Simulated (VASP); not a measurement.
Calculation: PBE GGA, VASP's PBE PAW potentials (set 64) (plane waves; VASP).

A VASP calculation is set up with these files.

### INCAR
```
ALGO = Normal
EDIFF = 1E-6
EDIFFG = -0.02
ENCUT = 500
GGA = PE
IBRION = 2
ISIF = 3
ISMEAR = 1
LASPH = .True.
LCHARG = .False.
LMAXMIX = 6
LREAL = .False.
LWAVE = .False.
NELM = 100
NSW = 40
PREC = Accurate
PSTRESS = 300
SIGMA = 0.1
SYSTEM = WSi2
```

### POSCAR
```
WSi2
1.0
 -1.5531388557   1.5531388557   3.8154160364
  1.5531388557  -1.5531388557   3.8154160364
  1.5531388557   1.5531388557  -3.8154160364
Si W
2 1
Direct
  0.6670338388   0.6670338388   0.0000000000
  0.3329661612   0.3329661612   0.0000000000
  0.0000000000   0.0000000000   0.0000000000
```

File KPOINTS:
```
Automatic mesh
0
gamma
14 14 14
```

POTCAR, in this order: Si W_sv (PBE.64 set). Program: vasp_std.

Output

### OSZICAR
```
       N       E                     dE             d eps       ncg     rms          rms(c)
DAV:   1     0.127056211711E+03    0.12706E+03   -0.11058E+04  7320   0.146E+03
DAV:   2    -0.211367033512E+02   -0.14819E+03   -0.14595E+03  8391   0.360E+02
DAV:   3    -0.252094215386E+02   -0.40727E+01   -0.39442E+01  9735   0.515E+01
DAV:   4    -0.252365110959E+02   -0.27090E-01   -0.27080E-01  8251   0.490E+00
DAV:   5    -0.252368284638E+02   -0.31737E-03   -0.31736E-03  9875   0.528E-01    0.305E+01
DAV:   6    -0.245566136811E+02    0.68021E+00   -0.33678E+00  8853   0.147E+01    0.118E+01
DAV:   7    -0.244727511700E+02    0.83863E-01   -0.16651E-01  8118   0.274E+00    0.479E+00
DAV:   8    -0.244559170221E+02    0.16834E-01   -0.26833E-02  9588   0.148E+00    0.309E-01
DAV:   9    -0.244554891438E+02    0.42788E-03   -0.90019E-04  8545   0.261E-01    0.167E-01
DAV:  10    -0.244554201005E+02    0.69043E-04   -0.23076E-04  9224   0.153E-01    0.430E-02
DAV:  11    -0.244554171380E+02    0.29625E-05   -0.25391E-05  9007   0.414E-02    0.129E-02
DAV:  12    -0.244554173754E+02   -0.23739E-06   -0.75212E-07  5529   0.732E-03
   1 F= -.17562023E+02 E0= -.17561824E+02  d E =-.175620E+02
```

**OUTCAR**
```
------------------------ aborting loop because EDIFF is reached ----------------------------------------
  FORCE on cell =-STRESS in cart. coord.  units (eV):
  Direction    XX          YY          ZZ          XY          YZ          ZX
  --------------------------------------------------------------------------------------
  Total        6.8802872      6.8802872      6.8503916      0.0000000      0.0000000     -0.0000000
  in kB      299.4295725    299.4295725    298.1285150      0.0000000      0.0000000     -0.0000000
  external PRESSURE =      -1.0041133 kB  Pullay stress =     300.0000000 kB
  volume of cell :       36.81
      direct lattice vectors                 reciprocal lattice vectors
    -1.553138856  1.553138856  3.815416036     0.000000000  0.321928718  0.131047308
     1.553138856 -1.553138856  3.815416036     0.321928718  0.000000000  0.131047308
     1.553138856  1.553138856 -3.815416036     0.321928718  0.321928718  0.000000000
 POSITION                                       TOTAL-FORCE (eV/Angst)
 -----------------------------------------------------------------------------------
      0.00000      0.00000      5.09002        -0.000000     -0.000000      0.008961
      0.00000      0.00000      2.54081         0.000000      0.000000     -0.008961
      0.00000      0.00000      0.00000        -0.000000     -0.000000      0.000000
 -----------------------------------------------------------------------------------
    total drift:                                0.000000     -0.000000     -0.000000
  FREE ENERGIE OF THE ION-ELECTRON SYSTEM (eV)
  ---------------------------------------------------
  free  energy   TOTEN  =       -24.4554173754 eV

  energy  without entropy=      -24.4548218804  energy(sigma->0) =      -24.45521888
  enthalpy is  TOTEN    =       -17.5620228643 eV   P V=        6.8933945111

 reached required accuracy - stopping structural energy minimisation
```
(Selected blocks of OUTCAR.)

The compound is WSi2 in the MoSi2 type structure. It was relaxed first under an external pressure of 30 GPa.
